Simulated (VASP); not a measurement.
A convergence study with VASP on WS2 (2H layered): one setting is varied, all else stays as given below, so the limit is that of these other settings.

```yaml
crystal:
  lattice:
    - [1.57500, -2.72798, 0.00000]
    - [1.57500, 2.72798, 0.00000]
    - [0.00000, 0.00000, 12.32000]
  atoms:
    - { symbol: W, position: [0.33333, 0.66667, 0.25000] }
    - { symbol: W, position: [0.66667, 0.33333, 0.75000] }
    - { symbol: S, position: [0.33333, 0.66667, 0.87800] }
    - { symbol: S, position: [0.66667, 0.33333, 0.37800] }
    - { symbol: S, position: [0.66667, 0.33333, 0.12200] }
    - { symbol: S, position: [0.33333, 0.66667, 0.62200] }
```

Method: PBE GGA, VASP's PBE PAW potentials (set 64) (plane waves; VASP). The tightest run used: 550 eV cut-off, 13×13×3 Monkhorst-Pack mesh, Gaussian smearing of 0.050 eV, potentials W_sv S.

The reference is 13×13×3 mesh, which took about 5 core-minutes. The timings are rough (shared machines, no repeats); factors under 2 mean little.

### Question
Of the settings 1×1×1 mesh; 2×2×1 mesh; 3×3×1 mesh; 4×4×1 mesh; 5×5×1 mesh; 6×6×1 mesh; 7×7×2 mesh; 8×8×2 mesh; 9×9×2 mesh; 10×10×2 mesh; 11×11×2 mesh; 12×12×3 mesh; 13×13×3 mesh, which is the lowest that keeps the difference from the reference in the stress, largest component (GPa) within 0.1 from there on, and what does it cost?

### Answer
7×7×2 mesh; its cost over the reference is about 1/3.
```csv
setting,"difference in the stress, largest component (GPa)",cost over the reference
1×1×1 mesh,36.91,about 1/10
2×2×1 mesh,2.08,about 1/8
3×3×1 mesh,0.92,about 1/8
4×4×1 mesh,0.63,about 1/4
5×5×1 mesh,0.41,about 1/6
6×6×1 mesh,0.44,about 1/3
7×7×2 mesh,0.03,about 1/3
8×8×2 mesh,0.00,within a factor of 2
9×9×2 mesh,0.00,about 1/3
10×10×2 mesh,0.02,within a factor of 2
11×11×2 mesh,0.02,about 1/3
12×12×3 mesh,0.01,within a factor of 2
13×13×3 mesh,0.00,reference
```

Left out are rungs that failed or repeat a setting and relaxations that didn't move; long series are thinned to 24 rows.

The compound is WS2 in the 2H layered structure. The cell was not relaxed at this level, forces remain on its atoms.
